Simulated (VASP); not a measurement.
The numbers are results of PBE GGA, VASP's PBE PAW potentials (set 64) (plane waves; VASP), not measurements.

The input files of a VASP run:

### KPOINTS
```
Automatic mesh
0
Gamma
10 10 10
0 0 0
```

INCAR:
```
ISMEAR = 1   # Methfessel-Paxton
LREAL = .FALSE.   # projection in real space or not
ISIF = 2   # forces and stress, cell fixed
PREC = Accurate
LWAVE = .FALSE.
ALGO = Normal   # blocked Davidson
SIGMA = 0.1
LASPH = .TRUE.   # aspherical one-centre terms
EDIFF = 1E-8
ENCUT = 400   # plane-wave cut-off (eV)
NELM = 100
LCHARG = .FALSE.
GGA = PE
LMAXMIX = 4
SYSTEM = As
```

File POSCAR:
```
As
1
    3.7539710000    -1.9176000000     0.0000000000
    3.7539710000     1.9176000000     0.0000000000
    2.7744240000     0.0000000000     3.1736500000
As
2
Direct
  0.2270000000   0.2270000000   0.2270000000
  0.7730000000   0.7730000000   0.7730000000
```

POTCAR, in this order: As (PBE.64 set). Program: vasp_std.

The resulting files:

**OSZICAR**
```
       N       E                     dE             d eps       ncg     rms          rms(c)
DAV:   1     0.259876626811E+02    0.25988E+02   -0.36765E+03  2096   0.740E+02
DAV:   2    -0.825713499878E+01   -0.34245E+02   -0.33343E+02  3174   0.113E+02
DAV:   3    -0.934987889463E+01   -0.10927E+01   -0.10905E+01  2424   0.240E+01
DAV:   4    -0.935524462824E+01   -0.53657E-02   -0.53648E-02  2558   0.183E+00
DAV:   5    -0.935525794245E+01   -0.13314E-04   -0.13314E-04  2338   0.868E-02    0.304E+00
DAV:   6    -0.934815258542E+01    0.71054E-02   -0.47258E-03  2356   0.565E-01    0.183E+00
DAV:   7    -0.934456749293E+01    0.35851E-02   -0.10577E-02  2173   0.865E-01    0.921E-02
DAV:   8    -0.934469948253E+01   -0.13199E-03   -0.41408E-04  2170   0.150E-01    0.336E-02
DAV:   9    -0.934474980366E+01   -0.50321E-04   -0.76335E-05  2311   0.692E-02    0.991E-03
DAV:  10    -0.934474929769E+01    0.50597E-06   -0.67578E-06  2453   0.172E-02    0.349E-03
DAV:  11    -0.934474925592E+01    0.41763E-07   -0.98004E-07  2154   0.764E-03    0.145E-03
DAV:  12    -0.934474941000E+01   -0.15408E-06   -0.59745E-08  2434   0.174E-03    0.293E-04
DAV:  13    -0.934474945047E+01   -0.40475E-07   -0.15510E-08  1692   0.921E-04    0.111E-04
DAV:  14    -0.934474944869E+01    0.17805E-08   -0.17123E-09  1089   0.319E-04
   1 F= -.93447494E+01 E0= -.93446678E+01  d E =-.245052E-03
```

**OUTCAR**
```
------------------------ aborting loop because EDIFF is reached ----------------------------------------
  FORCE on cell =-STRESS in cart. coord.  units (eV):
  Direction    XX          YY          ZZ          XY          YZ          ZX
  --------------------------------------------------------------------------------------
  Total       -0.2063680     -0.2903900     -0.2823856      0.0000000      0.0000000      0.0259334
  in kB       -7.2362746    -10.1824975     -9.9018231      0.0000000      0.0000000      0.9093521
  external PRESSURE =      -9.1068651 kB  Pullay stress =       0.0000000 kB
  volume of cell :       45.69
      direct lattice vectors                 reciprocal lattice vectors
     3.753971000 -1.917600000  0.000000000     0.133192292 -0.260742595 -0.116437506
     3.753971000  1.917600000  0.000000000     0.133192292  0.260742595 -0.116437506
     2.774424000  0.000000000  3.173650000     0.000000000  0.000000000  0.315094607
 POSITION                                       TOTAL-FORCE (eV/Angst)
 -----------------------------------------------------------------------------------
      2.33410      0.00000      0.72042        -0.085246      0.000000     -0.026311
      7.94827      0.00000      2.45323         0.085246      0.000000      0.026311
 -----------------------------------------------------------------------------------
    total drift:                               -0.000000      0.000000     -0.000000
  FREE ENERGIE OF THE ION-ELECTRON SYSTEM (eV)
  ---------------------------------------------------
  free  energy   TOTEN  =        -9.3447494487 eV

  energy  without entropy=       -9.3445043964  energy(sigma->0) =       -9.34466776
```
(Selected blocks of OUTCAR.)

The compound is As in the a7 structure. The cell was not relaxed at this level. The run is one of a series of settings (EDIFF = 1E-8 against the base run), some of them coarse on purpose.
